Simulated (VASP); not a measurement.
Energy against volume of Li (bcc). These are vdW-DF-cx, VASP's PBE PAW potentials (set 64) (plane waves; VASP) values and carry that method's errors. Run with 520 eV cut-off, 15×15×15 Γ-centred mesh, first-order Methfessel-Paxton smearing of 0.10 eV, potentials Li_sv.

| V (Å³/atom) | E (eV/atom) |
|---|---|
| 19.778 | -1.00350 |
| 20.409 | -1.00647 |
| 21.040 | -1.00765 |
| 21.672 | -1.00730 |

Task: Fit these four points and predict the energy of the run at 22.303 Å³/atom.

Result: A cubic in V^(−2/3), the third-order Birch-Murnaghan form, passes through the four points with V0 = 21.20 Å³/atom and B0 = 13 GPa, and gives -1.0056 eV/atom there. The run gave -1.0056 eV/atom, +0.1 meV/atom from the fit; all five points give B0 = 13 GPa.

The compound is Li in the bcc structure. It was relaxed first.
